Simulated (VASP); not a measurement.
Method: PBEsol GGA, VASP's PBE PAW potentials (set 64) (plane waves; VASP 6.6.1).

VASP input:

### POSCAR
```
RuSb
1.0
  0.0000000000   2.9082113963   2.9082113963
  2.9082113963   0.0000000000   2.9082113963
  2.9082113963   2.9082113963   0.0000000000
Ru Sb
1 1
Direct
  0.0000000000   0.0000000000   0.0000000000
  0.2500000000   0.2500000000   0.2500000000
```

INCAR:
```
SYSTEM = RuSb
PREC = Accurate
ENCUT = 400
EDIFF = 1E-6
NELM = 100
ALGO = Normal
LREAL = .FALSE.
LASPH = .TRUE.
ISMEAR = 1
SIGMA = 0.1
GGA = PS
LMAXMIX = 4
LWAVE = .FALSE.
LCHARG = .FALSE.
IBRION = 2
ISIF = 3
NSW = 60
EDIFFG = -0.01
```

### KPOINTS
```
Automatic mesh
0
Gamma
10 10 10
0 0 0
```

POTCAR, in this order: Ru_pv Sb (PBE.64 set). Program: vasp_std.

Unless said otherwise, spin-orbit coupling is left out, though it shifts the bands of the heavy elements here.

Task: Estimate the energy per atom (σ→0), volume per atom, band gap (on the k-mesh).

Result: 
- energy per atom (σ→0) = -6.760 eV/atom
- band gap (on the k-mesh) = none (metal, semimetal or under 0.01 eV)
- volume per atom = 24.56 Å³/atom

OSZICAR:
```
...
   2 F= -.13519167E+02 E0= -.13519061E+02  d E =0.397446E-04
       N       E                     dE             d eps       ncg     rms          rms(c)
DAV:   1    -0.135212880153E+02   -0.21208E-02   -0.29095E-02  1222   0.217E+00    0.373E-01
DAV:   2    -0.135202659941E+02    0.10220E-02   -0.19425E-02  1227   0.144E+00    0.242E-01
DAV:   3    -0.135192659054E+02    0.10001E-02   -0.31331E-03  1227   0.576E-01    0.369E-02
DAV:   4    -0.135192480173E+02    0.17888E-04   -0.18701E-04  1267   0.991E-02    0.173E-02
DAV:   5    -0.135192475946E+02    0.42275E-06   -0.36107E-06  1362   0.170E-02
   3 F= -.13519248E+02 E0= -.13519138E+02  d E =-.408047E-04
```

The structure was generated: RuSb was put into the zinc blende type (F-43m), which need not be its known phase. This run relaxes it. Symmetry was kept, so distortions that lower it aren't found. The start is the result of an earlier pass. The electron count is odd and the run is not spin-polarised, which forces a metal.
